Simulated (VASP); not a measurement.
The system is HfB.

```
Hf B
1.0
     0.00000    2.31000    2.31000
     2.31000    0.00000    2.31000
     2.31000    2.31000    0.00000
Hf B
1 1
Direct
  0.50000 0.50000 0.50000
  0.00000 0.00000 0.00000
```

| Property | Result |
| --- | --- |
| Program | VASP 6.6.1 |
| Task | relaxation of cell and atoms |
| Functional | BLYP |
| Dispersion | D3 |
| Potentials or basis | VASP PAW PBE potentials, release 64 (Hf_pv, B) |
| Cutoff | 600 eV |
| k mesh | 10 × 10 × 10 |
| Occupations | fermi-dirac, width 0.05 eV |
| Spin | no spin polarisation |

At the start: pressure 28.8 GPa; volume 12.33 Å³/atom.

How do energy, volume and symmetry change on relaxing?

Over 4 steps the energy falls by 137.8 meV/atom and the volume is 14.04 Å³/atom (+13.9 %); space group Fm-3m (No. 225, to 0.05 Å).

The path:
| step | energy change (eV) | largest force (eV/Å) | pressure (GPa) | volume (Å³) |
| --- | --- | --- | --- | --- |
| 1 | 0.0000 | 0.0000 | 28.75 | 24.65 |
| 2 | 0.1394 | 0.0000 | -21.41 | 33.42 |
| 3 | -0.2753 | 0.0000 | -0.85 | 28.20 |
| 4 | -0.2756 | 0.0000 | -0.10 | 28.08 |

Final structure:
```
Hf B
1.0
     0.00000    2.41235    2.41235
     2.41235    0.00000    2.41235
     2.41235    2.41235    0.00000
Hf B
1 1
Direct
  0.50000 0.50000 0.50000
  0.00000 0.00000 0.00000
```

Caveat: the PAW data sets were made with another functional, which shifts forces and pressure a little; pairwise dispersion overbinds metals, which lowers pressure and volume.
